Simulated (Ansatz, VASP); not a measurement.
# BAs: VASP beside Ansatz, part 2 of 2

Wanted: the spread between two codes on one cell, functional and k mesh. The cell is taken from a series of runs on this material, whose earlier steps may have relaxed, scaled, displaced or heated it; both programs get it as it stands.

VASP 6.6.1 and Ansatz 0.2.0.

So far. Step 5 (VASP: single point, LDA, pair 2): The run ends at a pressure of -3.22 GPa. Step 6 (Ansatz: single point, LDA, pair 2): The run ends at a pressure of -3.93 GPa.

## Step 8: VASP: single point, LDA, pair 3

Level of this step: LDA; plane waves and PAW (B, As) (VASP).

A single point gives forces, pressure and levels at one fixed geometry, so differences don't come from the geometry; what else differs is listed under the comparison.

INCAR reads:

```
SYSTEM = BAs
PREC = Accurate
ENCUT = 420
EDIFF = 1E-06
NELM = 120
ISMEAR = 0
SIGMA = 0.01
LREAL = .FALSE.
ALGO = Normal
GGA = PW92
NBANDS = 10
LORBIT = 11
LWAVE = .FALSE.
LCHARG = .FALSE.
ISIF = 2
LASPH = .TRUE.
GGA_COMPAT = .FALSE.
EFERMI = MIDGAP
```

POSCAR reads:

```
BAs
1.0
   -1.6889245473     -2.3884999988      1.6889245498
    1.6889245473     -2.3884999988      1.6889245498
    0.0000000000      0.0000000035      3.3778490946
B As
1 1
Direct
    0.0000000000      0.0000000000      0.0000000000
    0.7500000000      0.7500000000      0.7500000000
```

KPOINTS reads:

```
Automatic mesh
0
Gamma
6 6 6
0 0 0
```

Potentials, in the order of the species: B and As (LDA family, release 64).

Started as:

```sh
$ mpirun -np 1 vasp_std
```

Numbers of over 12 decimals in the logs are rounded to 6 here.

The log of the run:

```text
[... set-up lines as in an earlier step ...]
 entering main loop
       N       E                     dE             d eps       ncg     rms          rms(c)
[... 12 cycles as in an earlier step ...]
   1 F= -.12902488E+02 E0= -.12902488E+02  d E =0.000000E+00
```

OUTCAR, selected parts (step 8):

```text
[... 6 parts as in an earlier step ...]

[... 1 further part left out ...]
[key lines of the parts left out:]
E-fermi :   6.7770
```

The run ends at a pressure of -3.18 GPa.

## Step 9: Ansatz: single point, LDA, pair 3

The same cell, functional (in two slightly different forms) and mesh now go to Ansatz, which takes its cutoff from its data sets.

The cell is taken from a series of runs on this material, whose earlier steps may have relaxed, scaled, displaced or heated it; both programs get it as it stands.

input.yaml reads:

```yaml
crystal:
  lattice:
    - [-1.6889245473, -2.3884999988, 1.6889245498]
    - [1.6889245473, -2.3884999988, 1.6889245498]
    - [0.0, 3.5e-09, 3.3778490946]
  atoms:
    - { symbol: B, position: [0.0, 0.0, 0.0] }
    - { symbol: As, position: [0.75, 0.75, 0.75] }
kpoints:
  mp_grid: { grid: [6, 6, 6] }
  band_path:
    path:
      - [0.0, 0.0, 0.0]
      - [0.008064, -0.008064, 0.0]
      - [0.004032, -0.004032, 0.0]
      - [-0.004032, 0.004032, 0.0]
      - [-0.008064, 0.008064, 0.0]
      - [0.0114042, 0.0114042, 0.0]
      - [0.0057021, 0.0057021, 0.0]
      - [-0.0057021, -0.0057021, 0.0]
      - [-0.0114042, -0.0114042, 0.0]
      - [-0.008064, -0.008064, -0.016128]
      - [-0.004032, -0.004032, -0.008064]
      - [0.004032, 0.004032, 0.008064]
      - [0.008064, 0.008064, 0.016128]
      - [0.0137661, 0.0023619, 0.0]
      - [0.0068831, 0.0011809, 0.0]
      - [-0.0068831, -0.0011809, 0.0]
      - [-0.0137661, -0.0023619, 0.0]
      - [0.0065842, -0.0027273, -0.0093115]
      - [0.0032921, -0.0013636, -0.0046558]
      - [-0.0032921, 0.0013636, 0.0046558]
      - [-0.0065842, 0.0027273, 0.0093115]
      - [-0.3961296, -0.4122312, 2.78e-05]
      - [-0.4001616, -0.4081992, 2.78e-05]
      - [-0.4041936, -0.4041672, 2.78e-05]
      - [-0.4082256, -0.4001352, 2.78e-05]
      - [-0.4122576, -0.3961032, 2.78e-05]
      - [-0.3927893, -0.392763, 2.78e-05]
      - [-0.3984914, -0.3984651, 2.78e-05]
      - [-0.4098957, -0.4098693, 2.78e-05]
      - [-0.4155978, -0.4155715, 2.78e-05]
      - [-0.4122576, -0.4122312, -0.0161003]
      - [-0.4082256, -0.4081992, -0.0080363]
      - [-0.4001616, -0.4001352, 0.0080918]
      - [-0.3961296, -0.3961032, 0.0161558]
      - [-0.3904274, -0.4018053, 2.78e-05]
      - [-0.3973105, -0.4029863, 2.78e-05]
      - [-0.4110766, -0.4053482, 2.78e-05]
      - [-0.4179597, -0.4065291, 2.78e-05]
      - [-0.3976093, -0.4068945, -0.0092838]
      - [-0.4009014, -0.4055308, -0.004628]
      - [-0.4074857, -0.4028036, 0.0046835]
      - [-0.4107778, -0.4014399, 0.0093393]
      - [-0.4106448, -0.397716, 2.78e-05]
      - [-0.3977424, -0.4106184, 2.78e-05]
      - [-0.4119809, -0.4055033, 2.78e-05]
      - [-0.4028575, -0.3963799, 2.78e-05]
      - [-0.4055297, -0.4119545, 2.78e-05]
      - [-0.3964063, -0.4028311, 2.78e-05]
      - [-0.4041936, -0.397716, 0.006479]
      - [-0.4106448, -0.4041672, -0.0064234]
      - [-0.3977424, -0.4041672, 0.006479]
      - [-0.4041936, -0.4106184, -0.0064234]
      - [-0.413317, -0.4132906, 2.78e-05]
      - [-0.3950702, -0.3950438, 2.78e-05]
      - [-0.4055297, -0.4055033, 0.006479]
      - [-0.4119809, -0.4119545, -0.0064234]
      - [-0.3964063, -0.3963799, 0.006479]
      - [-0.4028575, -0.4028311, -0.0064234]
      - [-0.3977424, -0.397716, 0.0129302]
      - [-0.4106448, -0.4106184, -0.0128747]
    npoints: 1
hamiltonian:
  xc: lda
scf:
  occupations: { method: fixed }
  n_extra_bands: 9
```

Started as:

```sh
$ ansatz run input.yaml --threads 8 --pin off --max-ram 18432MiB --backend cpu --events-out ev --progress --plain --runs-dir out
```

The log of the run:

```text
[...]
Crystal: 2 atoms, lattice volume = 27.252 Å³
Basis set: ecut = 420 eV, 531 PW (Γ)
Bands: 18, of which v1, the nominal top of the filled ones, is band 9 counted from 1 (8 counted from 0)
Symmetry: 24 space group operations
[...]
k-points: 16 of 216 (time reversal used)
[...]
--- Band table (eV; the first three rows and the last of 16) ---
  k-point 0: bands = [... 5 lower, -4.5470, 10.8467, 10.8467, 10.8467, 14.0971, 14.0971, 14.0971, 15.4934, ... 5 higher]
  k-point 1: bands = [... 5 lower, -4.0959, 7.8988, 10.1668, 10.1668, 14.1066, 14.9811, 14.9811, 17.4418, ... 5 higher]
  k-point 2: bands = [... 5 lower, -2.8369, 4.1309, 9.3357, 9.3357, 13.6827, 15.6504, 15.6504, 19.4008, ... 5 higher]
  k-point 15: bands = [... 5 lower, -0.3135, 2.7696, 5.6916, 5.8847, 14.6011, 14.7455, 19.4649, 19.6312, ... 5 higher]
[key lines of the parts left out:]
SCF converged after 6 iterations
Free energy (F): -4923.500317 eV
Fermi energy:    10.846705 eV
```

## Step 10: Side by side

What differs besides the data sets and the points named for the pairs above, as far as they apply: the data sets hold 18 valence electrons in Ansatz (on its default PAW (the set named soft_2) files) and 8 in VASP. Total energies have different zeros and are not compared.

Both answers:

```tsv
quantity	Ansatz	VASP	difference
gap on the k mesh (eV)	1.228	1.224	+0.004
```

A gap on the mesh is an upper bound, since the band edges may lie between its points.

## Step 11: What came out

| Quantity | Value |
| --- | --- |
| difference in gap on the k mesh (single point, LDA, pair 1) | 0.0038 eV |
| difference in gap on the k mesh (single point, LDA, pair 2) | 0.0037 eV |
| difference in pressure (single point, LDA, pair 2) | -0.71 GPa |
| difference in gap on the k mesh (single point, LDA, pair 3) | 0.0038 eV |

**Reading.** The difference in pressure is -0.71 GPa (single point, LDA, pair 2), within the 1 GPa picked in this series as the mark of a large difference. The data sets hold unlike numbers of valence electrons (18 in Ansatz and 8 in VASP), so part of the differences comes from the potentials. 5 further runs of this series are not shown here. How closely two codes agree says nothing of how well the functional describes the real material.

[Lines on the potential files, build, host, timing and source positions are cut from VASP's logs without a mark.]

[Logs are printed without paths, hosts, clocks, repeated set-up lines and the standing remarks that a program may print on its own settings, such as how far it seeks lower states.]

[Hosts, paths, dates, database ids (printed as entryN), source tags and the programs' standing remarks are cut or masked in the printed files.]
